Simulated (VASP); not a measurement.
A run of VASP 6.6.1:

INCAR

```
SYSTEM = Al15CrN16
  ALGO = Normal
  EDIFF = 1E-5
  ENCUT = 450
  GGA = PS
  ISIF = 2
  ISMEAR = 0
  ISPIN = 2
  ISYM = 0
  KPAR = 4
  LASPH = .True.
  LCHARG = .False.
  LMAXMIX = 4
  LORBIT = 11
  LREAL = Auto
  LWAVE = .False.
  MAGMOM = 2 0 0 0 0 0 0 0 0 0 0 0 0 0 0 0 0 0 0 0 0 0 0 0 0 0 0 0 0 0 0 0
  NBANDS = 94
  NELECT = 138.0
  NELM = 120
  NUPDOWN = 2
  PREC = Accurate
  SIGMA = 0.03
```

KPOINTS

```
k-points
0
Gamma
  3 3 2
  0 0 0
```

File POSCAR:

```
Al15CrN16                               
1.0
    6.2200008610      0.0000000000      0.0000000000
   -3.1100004305      5.3866787572      0.0000000000
    0.0000000000      0.0000000000      9.9600000000
  Cr              Al              N             
     1    15    16
Direct
     0.3326937331833682    0.1669849346924673    0.0028800940314589
     0.3345066871492911    0.1656480451026781    0.4975970860994718
     0.3300092649510502    0.6654231669272720    0.9990084487887004
     0.3341685337847385    0.6666829086753545    0.5002183618926117
     0.8345656322269027    0.1699109032699365    0.9988503308629082
     0.8335002152699157    0.1658789508108283    0.5000795696686645
     0.8335436222894306    0.6665907663385601    0.0006147186529303
     0.8334764547559476    0.6668888781002084    0.5002630260109120
     0.1685800354173353    0.3316146698837356    0.2509495221178449
     0.1659624044724152    0.3342532247724557    0.7490953655202605
     0.1668894351995479    0.8316663886788253    0.2509229379123784
     0.1652660523479207    0.8316582922870699    0.7511173678748647
     0.6684493153285320    0.3332455121218479    0.2511293619982700
     0.6682112131513838    0.3348472412533323    0.7510396509696189
     0.6669518333784087    0.8333619096533655    0.2482833479196163
     0.6665550322204467    0.8339343682792437    0.7513379485245890
     0.3361173651254411    0.1640292656245828    0.2090497328633700
     0.3338127096671923    0.1663479747357846    0.6895657244250839
     0.3327846129253894    0.6645809389261936    0.1917573923054482
     0.3353931524561449    0.6684656835384093    0.6889584330700208
     0.8356296236664149    0.1674770404985065    0.1916374681214359
     0.8319321030991049    0.1648803807651910    0.6888501423315611
     0.8338459620999421    0.6661891025162252    0.1928293960373078
     0.8321519218593399    0.6681729401414814    0.6892625204238908
     0.1665244808931931    0.3338429795637602    0.4426882303420011
     0.1572395060761585    0.3427970806827248    0.9336634049395564
     0.1654696950087417    0.8295981201398728    0.4427497704770373
     0.1559841839247366    0.8162510946878523    0.9380358173051763
     0.6707254028340068    0.3349109876120394    0.4429018682117111
     0.6835301853961998    0.3439616111843962    0.9380226323831151
     0.6669243757807635    0.8332394814046334    0.4393854846390770
     0.6657142540605958    0.8340521571311904    0.9413748432791234
```

Potentials or basis: VASP PAW PBE potentials, release 64 (Cr_pv, Al, N).

The run is started by

```sh
$ cat potpaw_PBE.64/Cr_pv/POTCAR potpaw_PBE.64/Al/POTCAR potpaw_PBE.64/N/POTCAR > POTCAR
$ mpirun -np 4 vasp_std > vasp.out
```

Hardware: 4 MPI ranks on Intel(R) Xeon(R) Platinum 8559C (Emerald Rapids), with other jobs on the host.

Question: How long does it take, and how much memory?

Answer: Wall time 9 min on 4 MPI ranks on Intel(R) Xeon(R) Platinum 8559C (Emerald Rapids) (shared host), peak memory 0.74 GiB a rank. Counts: scf iterations 27, k points 10.
